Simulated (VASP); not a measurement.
**AlNi3: cell size and functional**

How much does the relaxed cell of AlNi3 depend on the functional? The starting structure is a cell with measured lattice constants from the literature and the atomic positions of a computed structure of the Materials Project. The first relaxation on each setting starts from this cell expanded by 3 % in volume.

Method: Kohn-Sham DFT with plane waves and PAW; PBEsol, LDA, PBE, PBEsol + D3(BJ), r2SCAN, r2SCAN + rVV10, optB86b-vdW and AM05, in VASP 6.6.1.

**1. Starting point**

The structure is cubic, space group Pm-3m (No. 221). Conventional cell: a = 3.568 Å, b = 3.568 Å, c = 3.568 Å, α = 90.00°, β = 90.00°, γ = 90.00°. Nearest to Ni lie 8 Ni at 2.52 Å and 4 Al at 2.52 Å. Al has 12 Ni at 2.52 Å nearest. Farther neighbours are not listed.

Coordinates:

```xyz
4
Lattice="3.5685 0.0000 0.0000 0.0000 3.5685 0.0000 0.0000 0.0000 3.5685" Properties=species:S:1:pos:R:3 pbc="T T T"
Ni    1.7842    1.7842    0.0000
Ni    1.7842    0.0000    1.7842
Ni    0.0000    1.7842    1.7842
Al    0.0000    0.0000    0.0000
```

**2. Relaxation with PBEsol**

PBEsol restores the gradient expansion of exchange and is tuned for the cells of solids. This run starts from the cell of an earlier relaxation, which isn't shown; the restart sets up the plane waves anew.

Input file INCAR:

```
SYSTEM = AlNi3
PREC = Accurate
ENCUT = 450
EDIFF = 1E-06
NELM = 100
ISMEAR = 1
SIGMA = 0.15
LREAL = .FALSE.
ALGO = Normal
GGA = PS
NBANDS = 26
ISPIN = 2
MAGMOM = 1 1 1 0
LASPH = .TRUE.
LMAXMIX = 4
LORBIT = 11
LWAVE = .FALSE.
LCHARG = .FALSE.
KPAR = 8
IBRION = 2
NSW = 50
ISIF = 3
EDIFFG = -0.006
```

Input file POSCAR:

```
AlNi3
1.0
    3.5177649229      0.0000000000      0.0000000000
    0.0000000000      3.5177649229      0.0000000000
    0.0000000000      0.0000000000      3.5177649229
Ni Al
3 1
Direct
    0.5000000000      0.5000000000      0.0000000000
    0.5000000000      0.0000000000      0.5000000000
    0.0000000000      0.5000000000      0.5000000000
    0.0000000000      0.0000000000      0.0000000000
```

Input file KPOINTS:

```
Automatic mesh
0
Gamma
10 10 10
0 0 0
```

The projector-augmented-wave data sets are Ni and Al (PBE family, release 64).

Started as:

```bash
$ mpirun -np 8 vasp_std
```

What it wrote:

```text
[banner, memory and clock lines left out]
running    8 mpi-ranks, on    1 nodes
 distrk:  each k-point on    1 cores,    8 groups
 distr:  one band on    1 cores,    1 groups

 POSCAR found type information on POSCAR NiAl
 POSCAR found :  2 types and       4 ions
|                                                                             |
|           W    W    AA    RRRRR   N    N  II  N    N   GGGG   !!!           |
|           W    W   A  A   R    R  NN   N  II  NN   N  G    G  !!!           |
|           W    W  A    A  R    R  N N  N  II  N N  N  G       !!!           |
|           W WW W  AAAAAA  RRRRR   N  N N  II  N  N N  G  GGG   !            |
|           WW  WW  A    A  R   R   N   NN  II  N   NN  G    G                |
|           W    W  A    A  R    R  N    N  II  N    N   GGGG   !!!           |
|                                                                             |
|     For optimal performance we recommend to set                             |
|       NCORE = 2 up to number-of-cores-per-socket                            |
|     NCORE specifies how many cores store one orbital (NPAR=cpu/NCORE).      |
|     This setting can greatly improve the performance of VASP for DFT.       |
|     The default, NCORE=1 might be grossly inefficient on modern             |
|     multi-core architectures or massively parallel machines. Do your        |
|     Unfortunately you need to use the default for GW and RPA                |
|     calculations (for HF NCORE is supported but not extensively tested      |
|     yet).                                                                   |
|                                                                             |

|                                                                             |
|               ----> ADVICE to this user running VASP <----                  |
|                                                                             |
|     You enforced a specific xc type in the INCAR file but a different       |
|     [... a line on the potential file left out ...]
|     I HOPE YOU KNOW WHAT YOU ARE DOING!                                     |
|                                                                             |

 LDA part: xc-table for (Slater+PW92), standard interpolation
 POSCAR, INCAR and KPOINTS ok, starting setup
 FFT: planning ... GRIDC
 FFT: planning ... GRID_SOFT
 FFT: planning ... GRID
 WAVECAR not read
 entering main loop
       N       E                     dE             d eps       ncg     rms          rms(c)
DAV:   1     0.178164093165E+03    0.17816E+03   -0.13031E+04  5944   0.149E+03
DAV:   2    -0.190844805305E+02   -0.19725E+03   -0.18401E+03  5834   0.291E+02
DAV:   3    -0.287895012561E+02   -0.97050E+01   -0.92554E+01  6434   0.853E+01
DAV:   4    -0.289491596973E+02   -0.15966E+00   -0.15946E+00  6954   0.102E+01
DAV:   5    -0.289547253103E+02   -0.55656E-02   -0.55652E-02  6970   0.170E+00    0.218E+01
DAV:   6    -0.296499452839E+02   -0.69522E+00   -0.42052E+01  6732   0.116E+02    0.215E+01
DAV:   7    -0.243650218992E+02    0.52849E+01   -0.14334E+01  6840   0.626E+01    0.267E+00
DAV:   8    -0.243173089067E+02    0.47713E-01   -0.27541E-01  6458   0.370E+00    0.145E+00
DAV:   9    -0.242908463430E+02    0.26463E-01   -0.22556E-02  7952   0.201E+00    0.759E-01
DAV:  10    -0.242901002758E+02    0.74607E-03   -0.23341E-03  7074   0.509E-01    0.253E-01
DAV:  11    -0.242903349385E+02   -0.23466E-03   -0.77743E-04  7572   0.425E-01    0.694E-02
DAV:  12    -0.242903289374E+02    0.60010E-05   -0.10506E-04  6798   0.120E-01    0.435E-02
DAV:  13    -0.242903271503E+02    0.17872E-05   -0.10604E-05  7020   0.487E-02    0.235E-02
DAV:  14    -0.242903278320E+02   -0.68179E-06   -0.25502E-06  5512   0.209E-02
   1 F= -.24290328E+02 E0= -.24290670E+02  d E =-.242903E+02  mag=     0.7207
 curvature:   0.00 expect dE= 0.000E+00 dE for cont linesearch  0.000E+00
 trial: gam= 0.00000 g(F)=  0.000E+00 g(S)=  0.284E-03 ort = 0.000E+00 (trialstep = 0.100E+01)
 search vector abs. value=  0.284E-03
 bond charge predicted
       N       E                     dE             d eps       ncg     rms          rms(c)
DAV:   1    -0.242974298321E+02   -0.71027E-02   -0.51886E-02  6056   0.347E+00    0.776E-01
DAV:   2    -0.242988432364E+02   -0.14134E-02   -0.59881E-02  6752   0.431E+00    0.748E-01
DAV:   3    -0.242903553200E+02    0.84879E-02   -0.19243E-02  6774   0.249E+00    0.107E-01
DAV:   4    -0.242901993035E+02    0.15602E-03   -0.30208E-04  6248   0.129E-01    0.461E-02
DAV:   5    -0.242901940885E+02    0.52150E-05   -0.12007E-05  7856   0.358E-02    0.122E-02
DAV:   6    -0.242901946688E+02   -0.58029E-06   -0.15480E-06  4622   0.156E-02
   2 F= -.24290195E+02 E0= -.24290551E+02  d E =0.133163E-03  mag=     0.7229
 trial-energy change:    0.000133  1 .order    0.000061   -0.000284    0.000407
 step:   0.2843(harm=  0.4110)  dis= 0.00000  next Energy=   -24.290367 (dE=-0.387E-04)
 bond charge predicted
       N       E                     dE             d eps       ncg     rms          rms(c)
DAV:   1    -0.242940255877E+02   -0.38315E-02   -0.26539E-02  6054   0.248E+00    0.550E-01
DAV:   2    -0.242946302699E+02   -0.60468E-03   -0.29812E-02  6740   0.306E+00    0.529E-01
DAV:   3    -0.242904358776E+02    0.41944E-02   -0.96311E-03  6770   0.176E+00    0.764E-02
DAV:   4    -0.242903524855E+02    0.83392E-04   -0.13728E-04  6108   0.914E-02    0.299E-02
DAV:   5    -0.242903488765E+02    0.36090E-05   -0.60974E-06  7508   0.284E-02    0.847E-03
DAV:   6    -0.242903484944E+02    0.38204E-06   -0.81471E-07  3982   0.947E-03
   3 F= -.24290348E+02 E0= -.24290697E+02  d E =-.206624E-04  mag=     0.7219
 curvature:  -0.20 expect dE=-0.407E-07 dE for cont linesearch -0.407E-07
 trial: gam=-0.02630 g(F)=  0.189E-65 g(S)=  0.207E-06 ort = 0.767E-05 (trialstep = 0.857E+00)
 search vector abs. value=  0.252E-09
 reached required accuracy - stopping structural energy minimisation
```

Run time: 30 s. Hardware: 8 MPI ranks of Intel Xeon Platinum 8488C (Sapphire Rapids), shared host; peak memory 1.6 GiB; 3 min of CPU time.

Lines that name or quote the potential files are left out of all logs, and their timing lines are given in words.

From OUTCAR (step 2):

```text
ion  position               nearest neighbor table
   1  0.500  0.500  0.000-   2 2.49   3 2.49   4 2.49   2 2.49   3 2.49   2 2.49   4 2.49   2 2.49
                             3 2.49   4 2.49   3 2.49   4 2.49
   2  0.500  0.000  0.500-   1 2.49   3 2.49   4 2.49   1 2.49   4 2.49   1 2.49   3 2.49   1 2.49
                             3 2.49   4 2.49   4 2.49   3 2.49
   3  0.000  0.500  0.500-   1 2.49   2 2.49   4 2.49   1 2.49   4 2.49   2 2.49   4 2.49   4 2.49
                             1 2.49   2 2.49   1 2.49   2 2.49
   4  0.000  0.000  0.000-   1 2.49   2 2.49   3 2.49   2 2.49   3 2.49   1 2.49   3 2.49   3 2.49
                             1 2.49   2 2.49   2 2.49   1 2.49

  LATTYP: Found a simple cubic cell.
 ALAT       =     3.5177649229

 Subroutine GETGRP returns: Found 48 space group operations
 (whereof 48 operations were pure point group operations)

The static configuration has the point symmetry O_h .

 Found     56 irreducible k-points:

   k-points           NKPTS =     56   k-points in BZ     NKDIM =     56   number of bands    NBANDS=     26

   dimension x,y,z NGX =    24 NGY =   24 NGZ =   24
   dimension x,y,z NGXF=    48 NGYF=   48 NGZF=   48

   ENCUT  =  450.0 eV  33.07 Ry    5.75 a.u.   6.08  6.08  6.08*2*pi/ulx,y,z

   NELECT =      33.0000    total number of electrons

 k-points in reciprocal lattice and weights: Automatic mesh
   0.00000000  0.00000000  0.00000000       0.001
   0.10000000  0.00000000  0.00000000       0.006
   0.20000000  0.00000000  0.00000000       0.006
   0.30000000  0.00000000  0.00000000       0.006
   0.40000000  0.00000000  0.00000000       0.006
   0.50000000  0.00000000  0.00000000       0.003
   0.10000000  0.10000000  0.00000000       0.012
   0.20000000  0.10000000  0.00000000       0.024
   0.30000000  0.10000000  0.00000000       0.024
[...]
0.50000000  0.50000000  0.40000000       0.006
   0.50000000  0.50000000  0.50000000       0.001

 average (electrostatic) potential at core
       1 -81.0600       2 -81.0600       3 -81.0600       4 -69.3329

 E-fermi :   9.8134

 spin component 1
 k-point     1 :       0.0000    0.0000    0.0000
  band No.  band energies     occupation
    ...
     12       9.2537      1.00000
     13       9.5607      1.01921
     14       9.7542      0.80684
     15       9.7542      0.80684
     16       9.7542      0.80683
     17      10.6876     -0.00000
     18      10.6876     -0.00000
     19      10.6876     -0.00000
     20      16.5578      0.00000
     21      16.5578      0.00000
    ...

 k-point     2 :       0.1000    0.0000    0.0000
  band No.  band energies     occupation
    ...
     12       9.2553      1.00000
     13       9.4679      1.00266
     14       9.4679      1.00266
     15       9.5139      1.00808
     16       9.7544      0.80634
     17      10.1982     -0.00086
     18      11.1337     -0.00000
     19      11.1337     -0.00000
     20      16.5447      0.00000
     21      16.9181      0.00000
    ...

 k-point     3 :       0.2000    0.0000    0.0000
  band No.  band energies     occupation
    ...
     13       9.0844      1.00000
     14       9.2481      1.00000
     15       9.3862      1.00021
     16       9.3930      1.00027
     17       9.7546      0.80515
     18      11.9855     -0.00000
     19      11.9855     -0.00000
     20      16.5065      0.00000
     21      17.1846      0.00000
     22      19.4227      0.00000
    ...

 k-point     4 :       0.3000    0.0000    0.0000
  band No.  band energies     occupation
    ...
     13       8.7977      1.00000
     14       8.9786      1.00000
     15       9.1093      1.00000
     16       9.3103      1.00001
     17       9.7550      0.80351
     18      13.0160      0.00000
     19      13.0160      0.00000
     20      16.4502      0.00000
     21      17.4031      0.00000
     22      18.4807      0.00000
    ...

 k-point     5 :       0.4000    0.0000    0.0000
  band No.  band energies     occupation
    ...
     13       8.6175      1.00000
     14       8.7235      1.00000
     15       8.8660      1.00000
     16       9.3104      1.00001
     17       9.7553      0.80220
     18      14.1894      0.00000
     19      14.1894      0.00000
     20      16.3951      0.00000
     21      16.9274      0.00000
     22      16.9274      0.00000
    ...

 k-point     6 :       0.5000    0.0000    0.0000
  band No.  band energies     occupation
    ...
     13       8.5546      1.00000
     14       8.6160      1.00000
     15       8.7390      1.00000
     16       9.3127      1.00001
     17       9.7555      0.80142
     18      15.4877      0.00000
     19      15.4877      0.00000
     20      15.5021      0.00000
     21      15.5021      0.00000
     22      16.3715      0.00000
    ...

  Total        0.0023943      0.0023943      0.0023943      0.0000000     -0.0000000     -0.0000000
  in kB        0.0880419      0.0880419      0.0880419      0.0000000     -0.0000000     -0.0000000
  external PRESSURE =       0.0880419 kB  Pullay stress =       0.0000000 kB

  energy-cutoff  :      450.00
  volume of cell :       43.57
      direct lattice vectors                 reciprocal lattice vectors
     3.518833328  0.000000000 -0.000000000     0.284185100  0.000000000 -0.000000000
    -0.000000000  3.518833328 -0.000000000    -0.000000000  0.284185100 -0.000000000
     0.000000000  0.000000000  3.518833328     0.000000000  0.000000000  0.284185100

 POSITION                                       TOTAL-FORCE (eV/Angst)
 -----------------------------------------------------------------------------------
      1.75942      1.75942     -0.00000        -0.000000     -0.000000      0.000000
      1.75942      0.00000      1.75942        -0.000000      0.000000      0.000000
     -0.00000      1.75942      1.75942         0.000000      0.000000      0.000000
      0.00000      0.00000      0.00000        -0.000000     -0.000000      0.000000
 -----------------------------------------------------------------------------------
    total drift:                                0.000000     -0.000000     -0.000000

  FREE ENERGIE OF THE ION-ELECTRON SYSTEM (eV)
  ---------------------------------------------------
  free  energy   TOTEN  =       -24.2903484944 eV

  energy  without entropy=      -24.2913953942  energy(sigma->0) =      -24.29069746

 reached required accuracy - stopping structural energy minimisation

 total charge
# of ion       s       p       d       tot
------------------------------------------
    1        0.512   0.554   8.396   9.462
    2        0.512   0.554   8.396   9.462
    3        0.512   0.554   8.396   9.462
    4        0.410   0.406   0.000   0.816
--------------------------------------------------
tot          1.947   2.067  25.188  29.203

 magnetization (x)
# of ion       s       p       d       tot
------------------------------------------
    1       -0.003  -0.009   0.266   0.254
    2       -0.003  -0.009   0.266   0.254
    3       -0.003  -0.009   0.266   0.254
    4       -0.001  -0.008   0.000  -0.008
--------------------------------------------------
tot         -0.009  -0.034   0.798   0.755

[... 6 further parts left out ...]
```

CONTCAR:

```
AlNi3
   1.00000000000000
     3.5188333283912390    0.0000000000000000   -0.0000000000000000
    -0.0000000000000000    3.5188333283912390   -0.0000000000000000
     0.0000000000000000    0.0000000000000000    3.5188333283912390
  Ni              Al
     3     1
Direct
     0.5000000000000000    0.5000000000000000    0.0000000000000000
     0.5000000000000000    0.0000000000000000    0.5000000000000000
     0.0000000000000000    0.5000000000000000    0.5000000000000000
     0.0000000000000000    0.0000000000000000    0.0000000000000000
```

The PAW data sets were made with PBE, which is usual practice but a small mismatch for other functionals. The run keeps the 48 symmetry operations of its start, so it cannot find a distortion of lower symmetry.

With PBEsol the relaxed cell holds 10.893 Å³ an atom, -4.12 % against the measured cell, with a = 3.519 Å. Pressures at 0.985 and 1.015 times this volume, from two more relaxations that aren't shown, give a bulk modulus of 205.5 GPa.

**3. Relaxation with LDA**

LDA, the lowest rung, knows the local density alone. This run starts from the cell of an earlier relaxation, which isn't shown; the restart sets up the plane waves anew.

INCAR, as its differences from that of step 2:

```diff
@@ -9,3 +9,3 @@
 ALGO = Normal
-GGA = PS
+GGA = CA
 NBANDS = 26
```

Input file POSCAR:

```
AlNi3
1.0
    3.4802986565      0.0000000000      0.0000000000
    0.0000000000      3.4802986565      0.0000000000
    0.0000000000      0.0000000000      3.4802986565
Ni Al
3 1
Direct
    0.5000000000      0.5000000000      0.0000000000
    0.5000000000      0.0000000000      0.5000000000
    0.0000000000      0.5000000000      0.5000000000
    0.0000000000      0.0000000000      0.0000000000
```

KPOINTS is that of step 2.

Potentials, in the order of the species: Ni and Al (LDA family, release 64).

Started as:

```bash
$ mpirun -np 8 vasp_std
```

What it wrote:

```text
[banner, memory and clock lines left out]
running    8 mpi-ranks, on    1 nodes
[...]
[... a notice as in an earlier step ...]

 LDA part: xc-table for (Slater(with rela. corr.)+CA(PZ))
 , standard interpolation
 POSCAR, INCAR and KPOINTS ok, starting setup
[...]
entering main loop
       N       E                     dE             d eps       ncg     rms          rms(c)
DAV:   1     0.180974215537E+03    0.18097E+03   -0.13117E+04  5936   0.152E+03
DAV:   2    -0.197590506493E+02   -0.20073E+03   -0.18702E+03  5832   0.295E+02
DAV:   3    -0.298915923634E+02   -0.10133E+02   -0.96709E+01  6614   0.878E+01
DAV:   4    -0.300535811270E+02   -0.16199E+00   -0.16180E+00  6830   0.105E+01
[...]
DAV:  22    -0.258272237002E+02   -0.44690E-05   -0.47776E-06  5308   0.373E-02    0.906E-03
DAV:  23    -0.258272248998E+02   -0.11996E-05   -0.16777E-06  4298   0.200E-02    0.423E-03
DAV:  24    -0.258272248870E+02    0.12757E-07   -0.39476E-07  3034   0.716E-03
   1 F= -.25827225E+02 E0= -.25825723E+02  d E =-.258272E+02  mag=     0.4999
[...]
N       E                     dE             d eps       ncg     rms          rms(c)
DAV:   1    -0.258278999089E+02   -0.67501E-03   -0.48428E-03  6042   0.108E+00    0.238E-01
DAV:   2    -0.258280896919E+02   -0.18978E-03   -0.55989E-03  6766   0.135E+00    0.237E-01
DAV:   3    -0.258272394304E+02    0.85026E-03   -0.18664E-03  6822   0.792E-01    0.338E-02
DAV:   4    -0.258272235144E+02    0.15916E-04   -0.28449E-05  6260   0.413E-02    0.106E-02
DAV:   5    -0.258272231962E+02    0.31817E-06   -0.93730E-07  4528   0.112E-02
   2 F= -.25827223E+02 E0= -.25825741E+02  d E =0.169082E-05  mag=     0.5043
 trial-energy change:    0.000002  1 .order   -0.000007   -0.000026    0.000012
 step:   0.3649(harm=  0.6883)  dis= 0.00000  next Energy=   -25.827229 (dE=-0.436E-05)
 reached required accuracy - stopping structural energy minimisation
```

The job ended after 28 s (8 MPI ranks; peak memory 1.5 GiB).

Parts of OUTCAR (step 3):

```text
  Total       -0.0121989     -0.0121989     -0.0121989      0.0000000     -0.0000000      0.0000000
  in kB       -0.4631909     -0.4631909     -0.4631909      0.0000000     -0.0000000      0.0000000
  external PRESSURE =      -0.4631909 kB  Pullay stress =       0.0000000 kB

 POSITION                                       TOTAL-FORCE (eV/Angst)
 -----------------------------------------------------------------------------------
      1.74071      1.74071     -0.00000         0.000000     -0.000000      0.000000
      1.74071      0.00000      1.74071         0.000000      0.000000      0.000000
     -0.00000      1.74071      1.74071        -0.000000      0.000000      0.000000
      0.00000      0.00000      0.00000         0.000000     -0.000000      0.000000
 -----------------------------------------------------------------------------------
    total drift:                                0.000000     -0.000000     -0.000000

  FREE ENERGIE OF THE ION-ELECTRON SYSTEM (eV)
  ---------------------------------------------------
  free  energy   TOTEN  =       -25.8272231962 eV

  energy  without entropy=      -25.8227778112  energy(sigma->0) =      -25.82574140

 magnetization (x)
# of ion       s       p       d       tot
------------------------------------------
    1       -0.001  -0.003   0.178   0.173
    2       -0.001  -0.003   0.178   0.173
    3       -0.001  -0.003   0.178   0.173
    4        0.000  -0.005   0.000  -0.004
--------------------------------------------------
tot         -0.004  -0.014   0.533   0.516

[... 2 parts as in an earlier step ...]

[... 2 further parts left out ...]
[key lines of the parts left out:]
E-fermi :  10.1075
```

With LDA the relaxed cell holds 10.549 Å³ an atom, -7.14 % against the measured cell, with a = 3.481 Å. That is -3.16 % from PBEsol. Pressures at 0.985 and 1.015 times this volume, from two more relaxations that aren't shown, give a bulk modulus of 219.6 GPa.

[end of part 1 of 3]

[Lines on the potential files, build, host, timing and source positions are cut from VASP's logs without a mark.]

[Logs are printed without paths, hosts, clocks, repeated set-up lines and the standing remarks that a program may print on its own settings, such as how far it seeks lower states.]

[Hosts, paths, dates, database ids (printed as entryN), source tags and the programs' standing remarks are cut or masked in the printed files.]
